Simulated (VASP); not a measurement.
An input for Quantum ESPRESSO's pw.x (written as the equivalent of a VASP run, and not itself run):

```
&CONTROL
  calculation = 'vc-relax'
  pseudo_dir = './pseudo'
  outdir = './out'
  tprnfor = .true.
  tstress = .true.
  nstep = 60
  forc_conv_thr = 0.00039
/
&SYSTEM
  ibrav = 0
  nat = 2
  ntyp = 2
  ecutwfc = 84
  occupations = 'smearing'
  smearing = 'gaussian'
  degauss = 0.003675
  input_dft = 'pbesol'
/
&ELECTRONS
  conv_thr = 7.3e-08
  electron_maxstep = 100
/
&IONS
/
&CELL
/
ATOMIC_SPECIES
  Mg 24.305 Mg.upf
  Te 127.600 Te.upf
CELL_PARAMETERS angstrom
     0.0000000    3.2100000    3.2100000
     3.2100000    0.0000000    3.2100000
     3.2100000    3.2100000    0.0000000
ATOMIC_POSITIONS crystal
  Mg   0.0000000  0.0000000  0.0000000
  Te   0.2500000  0.2500000  0.2500000
K_POINTS automatic
  7 7 7 0 0 0
```

Task: Translate this input to VASP (INCAR, KPOINTS, POSCAR, choice of POTCAR).

Result: This is not unique; one that fits is 
**POSCAR**
```
MgTe
1
    0.0000000000     3.2100000000     3.2100000000
    3.2100000000     0.0000000000     3.2100000000
    3.2100000000     3.2100000000     0.0000000000
Mg Te
1 1
Direct
  0.0000000000   0.0000000000   0.0000000000
  0.2500000000   0.2500000000   0.2500000000
```

### INCAR
```
# general
SYSTEM =MgTe
PREC   =Accurate
ENCUT  =400
LREAL  =.FALSE.
LASPH  =.TRUE.   # aspherical one-centre terms

# electronic loop
EDIFF  =1E-6
NELM   =100   # most electronic steps
ALGO   =Normal   # blocked Davidson
LMAXMIX=4

# smearing
ISMEAR =0   # Gaussian
SIGMA  =0.05   # width (eV)

# functional
GGA    =PS

# ions
IBRION =2   # conjugate gradients
NSW    =60   # most ionic steps
ISIF   =3   # ions, shape and volume
EDIFFG =-0.01

# output
LWAVE  =.FALSE.
LCHARG =.FALSE.
```

**KPOINTS**
```
Automatic mesh
0
Gamma
 7 7 7
```

POTCAR, in this order: Mg Te (PBE.64 set). Program: vasp_std.

What does not carry over: the potentials are each code's own (VASP's PAW set, PseudoDojo norm-conserving files in pw.x), so ENCUT and ecutwfc are chosen apart and not converted; conv_thr bounds pw.x's estimated SCF error, while EDIFF bounds the energy change between steps; forc_conv_thr acts on force components and is met together with etot_conv_thr.

The compound is MgTe in the zinc blende structure, whereas wurtzite is the usual form. This run relaxes it. Symmetry was kept, so distortions that lower it aren't found.
